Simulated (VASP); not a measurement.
Input:

```
CELL_PARAMETERS angstrom
      4.38798     0.00000     0.00000
     -2.19399     3.80011     0.00000
      0.00000     0.00000     7.19023
ATOMIC_POSITIONS crystal
  Cd 0.66667 0.33333 0.47300
  Cd 0.00000 0.00000 0.02472
  Te 0.00000 0.00000 0.63054
  S  0.66667 0.33333 0.11974
```

Level of theory: r2SCAN meta-GGA, VASP's PBE PAW potentials (set 64) (plane waves; VASP). Numerical set-up: 400 eV cut-off, 7×7×4 Γ-centred mesh, tetrahedra with Blöchl corrections, potentials Cd Te S.

The cores are frozen, which limits the accuracy of field gradients.

Task: Give the principal components of the electric field gradient (V/Å²) and the asymmetry η at each nucleus.

Result: 
```json
[
 {"atom": "Cd1", "Vxx": "7.4", "Vyy": "7.4", "Vzz": "-14.8", "η": "0.00"},
 {"atom": "Cd2", "Vxx": "-4.0", "Vyy": "-4.0", "Vzz": "8.0", "η": "0.00"},
 {"atom": "Te3", "Vxx": "-53.1", "Vyy": "-53.1", "Vzz": "106.2", "η": "0.00"},
 {"atom": "S4", "Vxx": "9.9", "Vyy": "9.9", "Vzz": "-19.8", "η": "0.00"}
]
```

The structure comes from a computed database's Cd2TeS entry (P3m1); how it stands against other phases isn't given here. It was relaxed first.
